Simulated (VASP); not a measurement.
# B2C (I4_1/amd) in VASP: single point with PBE

Aim: the single point of B2C with PBE.

Program: VASP 6.6.1. These are calculated values, not measurements. Logs are shortened: lines on timing, memory, paths and dates and some standing lists are left out, and cuts for length are marked.

### Step 1. The crystal as given

Symmetry: I4_1/amd, No. 141, tetragonal system. Conventional cell: a = 2.739 Å, b = 2.739 Å, c = 11.774 Å, α = 90.00°, β = 90.00°, γ = 90.00°. B (site symmetry 2mm) is surrounded by 2 C at 1.57 Å. Around C (site symmetry -4m2) lie 4 B at 1.57 Å.

The cell was built by a generator and needn't be a form met in nature.

### Step 2. Single point, PBE

The input, INCAR:

```
SYSTEM = B2C
PREC = Normal
ENCUT = 520
EDIFF = 1E-5
ISMEAR = 0
SIGMA = 0.15
LREAL = Auto
LASPH = .True.
NELM = 80
ALGO = Fast
ISIF = 2
LWAVE = .False.
LCHARG = .False.
GGA = PE
NBANDS = 32
```

The input, KPOINTS:

```
regular mesh
0
Gamma
  8 8 8
  0 0 0
```

The input, POSCAR:

```
B2C
1.0
   -1.3694700000      1.3694700000      5.8872300000
    1.3694700000     -1.3694700000      5.8872300000
    2.7389400000      2.7389400000    -11.7744600000
B C
8 4
Direct
    0.4350880000      0.9350880000      0.2500000000
    0.4350880000      0.9350880000      0.7500000000
    0.0649120000      0.5649120000      0.2500000000
    0.0649120000      0.5649120000      0.7500000000
    0.3149120000      0.3149120000      0.0000000000
    0.3149120000      0.3149120000      0.5000000000
    0.6850880000      0.6850880000      0.0000000000
    0.6850880000      0.6850880000      0.5000000000
    0.0000000000      0.0000000000      0.0000000000
    0.0000000000      0.0000000000      0.5000000000
    0.7500000000      0.2500000000      0.2500000000
    0.7500000000      0.2500000000      0.7500000000
```

Potentials or basis: VASP PAW PBE potentials, release 64 (B, C).

On the command line:

```console
$ cat potpaw_PBE.64/B/POTCAR potpaw_PBE.64/C/POTCAR > POTCAR
$ mpirun -np 1 vasp_std > vasp.out
```

OUTCAR:

```text
SYSTEM = B2C
   PREC = Normal
   ENCUT = 520
   EDIFF = 1E-5
   ISMEAR = 0
   LREAL = Auto
   LASPH = .True.
   NELM = 80
   ISIF = 2
   GGA = PE

 ion  position               nearest neighbor table
   1  0.435  0.935  0.250-  10 1.57   9 1.57   6 1.97   5 1.97
   2  0.435  0.935  0.750-   9 1.57  10 1.57   5 1.97   6 1.97
   3  0.065  0.565  0.250-  10 1.57   9 1.57   7 1.97   8 1.97
   4  0.065  0.565  0.750-   9 1.57  10 1.57   8 1.97   7 1.97
   5  0.315  0.315  0.000-  11 1.57  12 1.57   2 1.97   1 1.97
   6  0.315  0.315  0.500-  12 1.57  11 1.57   1 1.97   2 1.97
   7  0.685  0.685  0.000-  11 1.57  12 1.57   3 1.97   4 1.97
   8  0.685  0.685  0.500-  12 1.57  11 1.57   4 1.97   3 1.97
   9  0.000  0.000  0.000-   3 1.57   1 1.57   4 1.57   2 1.57
  10  0.000  0.000  0.500-   4 1.57   2 1.57   3 1.57   1 1.57
  11  0.750  0.250  0.250-   6 1.57   5 1.57   8 1.57   7 1.57
  12  0.750  0.250  0.750-   5 1.57   6 1.57   7 1.57   8 1.57

  LATTYP: Found a base centered orthorhombic cell.
 ALAT       =     3.8734460945
 B/A-ratio  =     3.0397893020
 C/A-ratio  =     1.0000000000

  Lattice vectors:

 A1 = (   1.3694700000,  -1.3694700000,  -5.8872300000)
 A2 = (   1.3694700000,  -1.3694700000,   5.8872300000)
 A3 = (  -2.7389400000,  -2.7389400000,  -0.0000000000)

Analysis of symmetry for initial positions (statically):
=====================================================================
 Subroutine PRICEL returns following result:

  LATTYP: Found a body centered tetragonal cell.
 ALAT       =     2.7389400000
 C/A-ratio  =     4.2989112576

  Lattice vectors:

 A1 = (  -1.3694700000,   1.3694700000,   5.8872300000)
 A2 = (   1.3694700000,  -1.3694700000,   5.8872300000)
 A3 = (   1.3694700000,   1.3694700000,  -5.8872300000)

   2 primitive cells build up your supercell.

 Routine SETGRP: Setting up the symmetry group for a
 base centered orthorhombic supercell.

 Subroutine GETGRP returns: Found  8 space group operations
 (whereof  4 operations were pure point group operations)
 out of a pool of  8 trial point group operations.

The static configuration has the point symmetry D_2 .
 The point group associated with its full space group is D_2h.

Analysis of symmetry for dynamics (positions and initial velocities):
=====================================================================
 Subroutine PRICEL returns following result:

[... 140 lines left out ...]
   NUPDOWN=      -1.0000    fix difference up-down
   EMIN   =  10.00;   EMAX   =-10.00  energy-range for DOS
   EFERMI =   0.00;   METHOD = LEGACY
   ISMEAR =     0;   SIGMA  =   0.15  broadening in eV -4-tet -1-fermi 0-gaus
   EFERMI_NEDOS =   21; number of points for ismear=-14 and -15
   IALGO  =     68    algorithm
   IMIX   =      4    mixing-type and parameters
     AMIX     =   0.40;   BMIX     =  1.00
     AMIX_MAG =   1.60;   BMIX_MAG =  1.00
  volume/ion in A,a.u.               =       7.36        49.67
  Fermi-wavevector in a.u.,A,eV,Ry     =   1.257167  2.375700 21.503569  1.580468
  Thomas-Fermi vector in A             =   2.390839
   LORBIT       =      0    0 simple, 1 ext, 2 COOP (PROOUT), +10 PAW based schemes
   GGA     = PE    functional components
   LHFCALC =     F    Hartree Fock is set to
   AEXX    =    0.0000 exact exchange contribution
   IVDW    =     0    specifies the selected vdW correction
   LEPSILON=     F    determine dielectric tensor
   LRPA    =     F    only Hartree local field effects (RPA)
 non-spin polarized calculation
 RMM-DIIS sequential band-by-band and
 Gauss-broadening in eV      SIGMA  =   0.15
  energy-cutoff  :      520.00
  volume of cell :       88.33
 maximum number of plane-waves:      2406
   NGX = 23   NGY = 23   NGZ = 45

 number of electron      39.9999998 magnetization

 Free energy of the ion-electron system (eV)
  ---------------------------------------------------
  ext. energy  EPLUGINS =         0.00000000
  ---------------------------------------------------
  free energy    TOTEN  =       -86.59714048 eV

  energy without entropy =      -86.57314464  energy(sigma->0) =      -86.58514256

 E-fermi :   5.4394     XC(G=0): -11.7230

 val. band max:        5.4365768310   @ k =   0.3750   0.2500   0.3750
 cond. band min:       5.4666427867   @ k =   0.5000   0.1250   0.3750
 fundamental gap:      0.0300659557
 Fermi energy:         5.4394362853

 k-point     1 :       0.0000    0.0000    0.0000
  band No.  band energies     occupation
      1     -10.5203      2.00000
      2      -8.7294      2.00000
      3      -5.3746      2.00000
      4      -5.3746      2.00000
      5      -4.6631      2.00000
      6      -1.5669      2.00000
[... 829 lines left out ...]
     31      15.3210      0.00000
     32      15.8239      0.00000

 [... further k-points ...]

------------------------ aborting loop because EDIFF is reached ----------------------------------------

  FORCE on cell =-STRESS in cart. coord.  units (eV):
  Direction    XX          YY          ZZ          XY          YZ          ZX
  --------------------------------------------------------------------------------------
  -------------------------------------------------------------------------------------
  Total       -0.0268852     -0.0268852      0.0885170      0.0133496      0.0000000      0.0000000
  in kB       -0.4876610     -0.4876610      1.6055771      0.2421434      0.0000000      0.0000000
  external PRESSURE =       0.2100850 kB  Pullay stress =       0.0000000 kB

 VOLUME and BASIS-vectors are now :
 -----------------------------------------------------------------------------
  energy-cutoff  :      520.00
  volume of cell :       88.33
      direct lattice vectors                 reciprocal lattice vectors
    -1.369470000  1.369470000  5.887230000     0.000000000  0.365104749  0.084929585
     1.369470000 -1.369470000  5.887230000     0.365104749  0.000000000  0.084929585
     2.738940000  2.738940000-11.774460000     0.182552374  0.182552374  0.000000000

 POSITION                                       TOTAL-FORCE (eV/Angst)
 -----------------------------------------------------------------------------------
      1.36947     -0.00000      5.12293         0.000000     -0.000000      0.015152
      2.73894      1.36947     -0.76430         0.000000     -0.000000      0.015152
      1.36947      0.00000      0.76430         0.000000     -0.000000     -0.015152
      2.73894      1.36947     -5.12293         0.000000     -0.000000     -0.015152
      0.00000      0.00000      3.70792        -0.000000      0.000000     -0.015152
      1.36947      1.36947     -2.17931        -0.000000      0.000000     -0.015152
      0.00000      0.00000      8.06654        -0.000000      0.000000      0.015152
      1.36947      1.36947      2.17931        -0.000000      0.000000      0.015152
      0.00000      0.00000      0.00000         0.000000      0.000000     -0.000000
      1.36947      1.36947     -5.88723         0.000000      0.000000     -0.000000
     -0.00000      1.36947      2.94361         0.000000      0.000000     -0.000000
      1.36947      2.73894     -2.94362         0.000000      0.000000     -0.000000
 -----------------------------------------------------------------------------------
    total drift:                               -0.000000      0.000000     -0.000000

  FREE ENERGIE OF THE ION-ELECTRON SYSTEM (eV)
  ---------------------------------------------------
  free  energy   TOTEN  =       -86.5971404815 eV

  energy  without entropy=      -86.5731446432  energy(sigma->0) =      -86.58514256
```

OSZICAR:

```text
N       E                     dE             d eps       ncg     rms          rms(c)
DAV:   1     0.835820547612E+02    0.83582E+02   -0.19406E+04  6720   0.117E+03
DAV:   2    -0.844447028851E+02   -0.16803E+03   -0.16081E+03  8584   0.220E+02
DAV:   3    -0.920926549389E+02   -0.76480E+01   -0.75634E+01  8672   0.431E+01
DAV:   4    -0.921847958685E+02   -0.92141E-01   -0.92027E-01  8568   0.500E+00
DAV:   5    -0.921861023794E+02   -0.13065E-02   -0.13063E-02  8608   0.585E-01    0.138E+01
RMM:   6    -0.869205401319E+02    0.52656E+01   -0.11479E+01  6897   0.128E+01    0.634E+00
RMM:   7    -0.867273959165E+02    0.19314E+00   -0.39145E+00  7325   0.837E+00    0.362E+00
RMM:   8    -0.867083691420E+02    0.19027E-01   -0.11403E+00  6857   0.435E+00    0.163E+00
RMM:   9    -0.865948653481E+02    0.11350E+00   -0.19013E-01  7486   0.199E+00    0.330E-01
RMM:  10    -0.865976797746E+02   -0.28144E-02   -0.64946E-02  7824   0.101E+00    0.153E-01
RMM:  11    -0.865971518196E+02    0.52796E-03   -0.37800E-03  7882   0.353E-01    0.488E-02
RMM:  12    -0.865971458562E+02    0.59634E-05   -0.26100E-04  8314   0.891E-02    0.278E-02
RMM:  13    -0.865971338898E+02    0.11966E-04   -0.77241E-05  7969   0.383E-02    0.409E-03
RMM:  14    -0.865971404815E+02   -0.65917E-05   -0.52241E-05  7220   0.292E-02
   1 F= -.86597140E+02 E0= -.86585143E+02  d E =-.239958E-01
```

stdout:

```text
POSCAR found type information on POSCAR B C
 POSCAR found :  2 types and      12 ions
 scaLAPACK will be used
 LDA part: xc-table for (Slater+PW92), standard interpolation
 POSCAR, INCAR and KPOINTS ok, starting setup
 FFT: planning ... GRIDC
 FFT: planning ... GRID_SOFT
 FFT: planning ... GRID
 WAVECAR not read
 entering main loop
```

Wall time 14 min (1 thread of Intel Xeon Platinum 8259CL at 2.50GHz (Skylake/Cascade Lake), shared host); peak memory 0.39 GiB.

Results:

- Free energy: -86.5971 eV
- Pressure: 0.0 GPa
- Largest force: 0.015 eV/Å
- Band gap on the k mesh: none (metal or under the smearing width)

Forces on the atoms (eV/Å):
```
B    0.000  0.000  0.015
B    0.000  0.000  0.015
B    0.000  0.000 -0.015
B    0.000  0.000 -0.015
B    0.000  0.000 -0.015
B    0.000  0.000 -0.015
B    0.000  0.000  0.015
B    0.000  0.000  0.015
C    0.000  0.000  0.000
C    0.000  0.000  0.000
C    0.000  0.000  0.000
C    0.000  0.000  0.000
```
